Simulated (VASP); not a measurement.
A convergence study with VASP on CuAu (L1_0): one setting is varied, all else stays as given below, so the limit is that of these other settings.

```
AuCu
1.0
    2.80000     0.00000     0.00000
    0.00000     2.80000     0.00000
    0.00000     0.00000     3.67000
Cu Au
1 1
Direct
  0.00000   0.00000   0.00000
  0.50000   0.50000   0.50000
```

All values below come from PBE GGA, VASP's PBE PAW potentials (set 64) (plane waves; VASP 6.6.1). The tightest run used: 550 eV cut-off, 19×19×14 Monkhorst-Pack mesh, first-order Methfessel-Paxton smearing of 0.10 eV, potentials Cu Au.

The settings run are 1×1×1 mesh; 2×2×1 mesh; 3×3×2 mesh; 4×4×3 mesh; 5×5×4 mesh; 6×6×4 mesh; 7×7×5 mesh; 8×8×6 mesh; 9×9×7 mesh; 10×10×7 mesh; 11×11×8 mesh; 12×12×9 mesh; 13×13×10 mesh; 14×14×10 mesh; 15×15×11 mesh; 16×16×12 mesh; 17×17×12 mesh; 18×18×13 mesh; 19×19×14 mesh. From which on does the energy per atom stay within 0.005 eV/atom of the tightest run?

From 10×10×7 mesh on: it is off by 0.0014 there and by no more than 0.005 in any finer run, while 9×9×7 mesh is off by 0.0088.
```json
[
 {"setting": "1×1×1 mesh", "E (eV/atom)": "-6.1063", "pressure (GPa)": "16.23", "irreducible k-points": "1", "difference judged (eV/atom)": "2.5889"},
 {"setting": "2×2×1 mesh", "E (eV/atom)": "-5.0095", "pressure (GPa)": "-7.49", "irreducible k-points": "1", "difference judged (eV/atom)": "1.4921"},
 {"setting": "3×3×2 mesh", "E (eV/atom)": "-3.6583", "pressure (GPa)": "6.01", "irreducible k-points": "3", "difference judged (eV/atom)": "0.1409"},
 {"setting": "4×4×3 mesh", "E (eV/atom)": "-3.6133", "pressure (GPa)": "6.44", "irreducible k-points": "6", "difference judged (eV/atom)": "0.0959"},
 {"setting": "5×5×4 mesh", "E (eV/atom)": "-3.5433", "pressure (GPa)": "6.98", "irreducible k-points": "12", "difference judged (eV/atom)": "0.0259"},
 {"setting": "6×6×4 mesh", "E (eV/atom)": "-3.5256", "pressure (GPa)": "6.91", "irreducible k-points": "12", "difference judged (eV/atom)": "0.0082"},
 {"setting": "7×7×5 mesh", "E (eV/atom)": "-3.5347", "pressure (GPa)": "6.52", "irreducible k-points": "30", "difference judged (eV/atom)": "0.0173"},
 {"setting": "8×8×6 mesh", "E (eV/atom)": "-3.5199", "pressure (GPa)": "6.35", "irreducible k-points": "30", "difference judged (eV/atom)": "0.0025"},
 {"setting": "9×9×7 mesh", "E (eV/atom)": "-3.5262", "pressure (GPa)": "6.55", "irreducible k-points": "60", "difference judged (eV/atom)": "0.0088"},
 {"setting": "10×10×7 mesh", "E (eV/atom)": "-3.5188", "pressure (GPa)": "6.58", "irreducible k-points": "60", "difference judged (eV/atom)": "0.0014"},
 {"setting": "11×11×8 mesh", "E (eV/atom)": "-3.5207", "pressure (GPa)": "6.64", "irreducible k-points": "84", "difference judged (eV/atom)": "0.0033"},
 {"setting": "12×12×9 mesh", "E (eV/atom)": "-3.5205", "pressure (GPa)": "6.54", "irreducible k-points": "105", "difference judged (eV/atom)": "0.0031"},
 {"setting": "13×13×10 mesh", "E (eV/atom)": "-3.5205", "pressure (GPa)": "6.51", "irreducible k-points": "140", "difference judged (eV/atom)": "0.0031"},
 {"setting": "14×14×10 mesh", "E (eV/atom)": "-3.5195", "pressure (GPa)": "6.55", "irreducible k-points": "140", "difference judged (eV/atom)": "0.0021"},
 {"setting": "15×15×11 mesh", "E (eV/atom)": "-3.5173", "pressure (GPa)": "6.67", "irreducible k-points": "216", "difference judged (eV/atom)": "0.0001"},
 {"setting": "16×16×12 mesh", "E (eV/atom)": "-3.5184", "pressure (GPa)": "6.56", "irreducible k-points": "216", "difference judged (eV/atom)": "0.0010"},
 {"setting": "17×17×12 mesh", "E (eV/atom)": "-3.5170", "pressure (GPa)": "6.65", "irreducible k-points": "270", "difference judged (eV/atom)": "0.0004"},
 {"setting": "18×18×13 mesh", "E (eV/atom)": "-3.5182", "pressure (GPa)": "6.70", "irreducible k-points": "315", "difference judged (eV/atom)": "0.0008"},
 {"setting": "19×19×14 mesh", "E (eV/atom)": "-3.5174", "pressure (GPa)": "6.74", "irreducible k-points": "385", "difference judged (eV/atom)": "0.0000"}
]
```

Left out are rungs that failed or repeat a setting and relaxations that didn't move; long series are thinned to 24 rows.

The compound is CuAu in the L1_0 structure. The cell was not relaxed at this level.
